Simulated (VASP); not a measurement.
Here is the system:

```yaml
crystal:
  lattice:
    - [5.52674, 0.00000, 0.00000]
    - [0.00000, 5.52674, 0.00000]
    - [0.00000, 0.00000, 5.52674]
  atoms:
    - { symbol: Cs, position: [0.00000, 0.00000, 0.00000] }
    - { symbol: Pb, position: [0.50000, 0.50000, 0.50000] }
    - { symbol: Cl, position: [0.50000, 0.00000, 0.50000] }
    - { symbol: Cl, position: [0.00000, 0.50000, 0.50000] }
    - { symbol: Cl, position: [0.50000, 0.50000, 0.00000] }
```

Computed with LDA (Ceperley-Alder, Perdew-Zunger), VASP's LDA PAW potentials (set 64) (plane waves; VASP). Numerical set-up: 400 eV cut-off, 5×5×5 Γ-centred mesh, Gaussian smearing of 0.010 eV, potentials Cs_sv Pb_d Cl.

Estimate the energy per atom (σ→0).

The energy per atom (σ→0) is -3.888 eV/atom.

Only differences to runs with the same potentials and settings are physical.

The compound is CsPbCl3 in the cubic perovskite structure, the ideal cubic form; the compound distorts at low or room temperature. It was relaxed first.
